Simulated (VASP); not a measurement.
Method: B3LYP hybrid, VASP's PBE PAW potentials (set 64) (plane waves; VASP).

Input for VASP

File POSCAR:
```
InP
1
    0.0000000000     2.9787197880     2.9787197880
    2.9787197880     0.0000000000     2.9787197880
    2.9787197880     2.9787197880     0.0000000000
In P
1 1
Direct
  0.0000000000   0.0000000000   0.0000000000
  0.2500000000   0.2500000000   0.2500000000
```

**KPOINTS**
```
K-points
0
G
 6 6 6
0 0 0
```

INCAR:
```
PREC = Accurate
EDIFF = 1E-6
LWAVE = .FALSE.
SYSTEM = InP
PRECFOCK = Fast
LCHARG = .FALSE.
ALGO = Normal   # blocked Davidson
ISMEAR = 0
AGGAX = 0.72
AEXX = 0.2
LMAXMIX = 4
LASPH = .TRUE.
LREAL = .FALSE.   # projection in real space or not
SIGMA = 0.05   # width (eV)
HFRCUT = -1
ENCUT = 520   # plane-wave cut-off (eV)
ISYM = 3
AGGAC = 0.81
ALDAC = 0.19
NELM = 60
ISIF = 2
LHFCALC = .TRUE.
GGA = B3
```

File KPOINTS_OPT:
```
named points and PBE's band edges
7
Reciprocal
  0.000000   0.000000   0.000000 1 ! GAMMA
 -0.500000  -0.500000   0.000000 1 ! X
  0.000000   0.000000   0.500000 1 ! L
 -0.500000  -0.250000   0.250000 1 ! W
 -0.375000   0.000000   0.375000 1 ! K
 -0.375000  -0.375000   0.250000 1 ! U
 -0.035710  -0.035710   0.000000 1 ! near an edge
```

POTCAR, in this order: In_d P (PBE.64 set). Program: vasp_std. Read from the step before: WAVECAR.

Output

File OSZICAR:
```
       N       E                     dE             d eps       ncg     rms          rms(c)
DAV:   1    -0.926862018020E+01   -0.92686E+01   -0.21981E-01   566   0.486E+00    0.305E+00
DAV:   2    -0.927074321564E+01   -0.21230E-02   -0.22824E-02   501   0.124E+00    0.254E+00
DAV:   3    -0.926924486767E+01    0.14983E-02   -0.38209E-03   497   0.409E-01    0.171E+00
DAV:   4    -0.926921981061E+01    0.25057E-04   -0.10025E-03   500   0.212E-01    0.108E+00
DAV:   5    -0.926921804713E+01    0.17635E-05   -0.88020E-05   550   0.106E-01    0.654E-01
DAV:   6    -0.926920750471E+01    0.10542E-04   -0.15212E-05   614   0.488E-02    0.396E-01
DAV:   7    -0.926920519242E+01    0.23123E-05   -0.60007E-06   511   0.194E-02    0.241E-01
DAV:   8    -0.926920489643E+01    0.29598E-06   -0.15927E-06   386   0.101E-02
   1 F= -.92692049E+01 E0= -.92692049E+01  d E =-.185731E-15
       N       E                     dE             ncg
```

**OUTCAR**
```
------------------------ aborting loop because EDIFF is reached ----------------------------------------
  FORCE on cell =-STRESS in cart. coord.  units (eV):
  Direction    XX          YY          ZZ          XY          YZ          ZX
  --------------------------------------------------------------------------------------
  Total        0.2615248      0.2615248      0.2615248      0.0000000      0.0000000      0.0000000
  in kB        7.9269219      7.9269219      7.9269219      0.0000000      0.0000000      0.0000000
  external PRESSURE =       7.9269219 kB  Pullay stress =       0.0000000 kB
  volume of cell :       52.86
      direct lattice vectors                 reciprocal lattice vectors
     0.000000000  2.978719788  2.978719788    -0.167857347  0.167857347  0.167857347
     2.978719788  0.000000000  2.978719788     0.167857347 -0.167857347  0.167857347
     2.978719788  2.978719788  0.000000000     0.167857347  0.167857347 -0.167857347
  FREE ENERGIE OF THE ION-ELECTRON SYSTEM (eV)
  ---------------------------------------------------
  free  energy   TOTEN  =        -9.2692048964 eV

  energy  without entropy=       -9.2692048964  energy(sigma->0) =       -9.26920490

  exchange ACFDT corr.  =         0.00000000  see jH, gK, PRB 81, 115126
```
(Selected blocks of OUTCAR.)

**OUTCAR**
```
 val. band max:        4.2993824871   @ k =   0.0000   0.0000   0.0000

 cond. band min:       5.7182832947   @ k =   0.0000   0.0000   0.0000


 Fermi energy:         4.5657347281

 k-point     1 :       0.0000    0.0000    0.0000
  band No.  band energies     occupation
      1     -11.2981      2.00000
      2     -11.2981      2.00000
      3     -11.2981      2.00000
      4     -11.1596      2.00000
      5     -11.1596      2.00000
      6      -7.9522      2.00000
      7       4.2994      2.00000
      8       4.2994      2.00000
      9       4.2994      2.00000
     10       5.7183      0.00000
     11       9.5999      0.00000
     12       9.5999      0.00000
     13       9.5999      0.00000

 k-point     2 :       0.1667    0.0000    0.0000
  band No.  band energies     occupation
      1     -11.3226      2.00000
      2     -11.2876      2.00000
      3     -11.2876      2.00000
      4     -11.1593      2.00000
      5     -11.1593      2.00000
      6      -7.6440      2.00000
      7       2.0219      2.00000
      8       3.9959      2.00000
      9       3.9959      2.00000
     10       6.9582      0.00000
     11       9.9584      0.00000
     12      10.0415      0.00000
     13      10.0415      0.00000

 k-point     3 :       0.3333    0.0000    0.0000
  band No.  band energies     occupation
      1     -11.3689      2.00000
      2     -11.2703      2.00000
      3     -11.2703      2.00000
      4     -11.1547      2.00000
      5     -11.1547      2.00000
      6      -6.8585      2.00000
      7      -0.4798      2.00000
      8       3.5139      2.00000
      9       3.5139      2.00000
     10       6.9087      0.00000
     11      10.4179      0.00000
     12      10.4179      0.00000
     13      11.7880      0.00000

 k-point     4 :       0.5000    0.0000    0.0000
  band No.  band energies     occupation
      1     -11.3915      2.00000
      2     -11.2641      2.00000
      3     -11.2641      2.00000
...
```

Unless said otherwise, spin-orbit coupling is left out, though it shifts the bands of the heavy elements here.

The compound is InP in the zinc blende structure. It was relaxed first.
